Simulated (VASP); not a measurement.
GaN:

```
Ga N
1.0
     0.00000    2.25350    2.25350
     2.25350    0.00000    2.25350
     2.25350    2.25350    0.00000
Ga N
1 1
Direct
  0.00000 0.00000 0.00000
  0.75000 0.75000 0.75000
```

The cell is a database's computed one.

```yaml
Program: VASP 6.6.1
Task: relaxation of cell and atoms
Functional: PBE
Potentials_or_basis: VASP PAW PBE potentials, release 64 (Ga_d, N)
Cutoff: 520 eV
k_mesh: 12 × 12 × 12
Occupations: gaussian, width 0.02 eV
Spin: non-collinear spin, zero start, spin-orbit coupling
Starting_moments: "[[0.0, 0.0, 0.0], [0.0, 0.0, 0.0]] μB"
```

At the start: pressure 5.0 GPa; volume 11.44 Å³/atom.

Q: Where does the relaxation end?

A: Over 3 steps the energy falls by 5.0 meV/atom and the volume is 11.77 Å³/atom (+2.8 %); space group F-43m (No. 216, to 0.05 Å); moment 0.00 μB per cell.

Step by step:
| step | energy change (eV) | largest force (eV/Å) | pressure (GPa) | volume (Å³) |
| --- | --- | --- | --- | --- |
| 1 | 0.0000 | 0.0000 | 5.05 | 22.89 |
| 2 | -0.0028 | 0.0000 | -3.89 | 24.10 |
| 3 | -0.0099 | 0.0000 | 0.01 | 23.53 |

Final structure:
```
CELL_PARAMETERS angstrom
0.00000 2.27453 2.27453
2.27453 0.00000 2.27453
2.27453 2.27453 0.00000
ATOMIC_POSITIONS crystal
Ga 0.00000 0.00000 0.00000
N 0.75000 0.75000 0.75000
```
